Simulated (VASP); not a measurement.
```
Co
1.0
    1.28010    -2.21720     0.00000
    1.28010     2.21720     0.00000
    0.00000     0.00000     4.15140
Co
2
Direct
  0.33333   0.66667   0.25000
  0.66667   0.33333   0.75000
```
Starting moments (μB, in the order of the record's atoms Co Co): 1.8 1.8.

The numbers are results of PBE GGA, VASP's PBE PAW potentials (set 64) (plane waves; VASP 6.6.1), not measurements. Settings: 400 eV cut-off, 11×11×6 Γ-centred mesh, first-order Methfessel-Paxton smearing of 0.10 eV, potentials Co.

Give the stress tensor in GPa (positive for a compressed cell).

```
-16.18    0.00    0.00
  0.00  -16.18    0.00
  0.00    0.00  -16.10
```
The pressure is its mean diagonal, -16.15 GPa.

The compound is Co in the hcp structure. The cell was not relaxed at this level. The run is one of a series of settings (KPOINTS 11×11×6 Γ-centred mesh against the base run), some of them coarse on purpose.
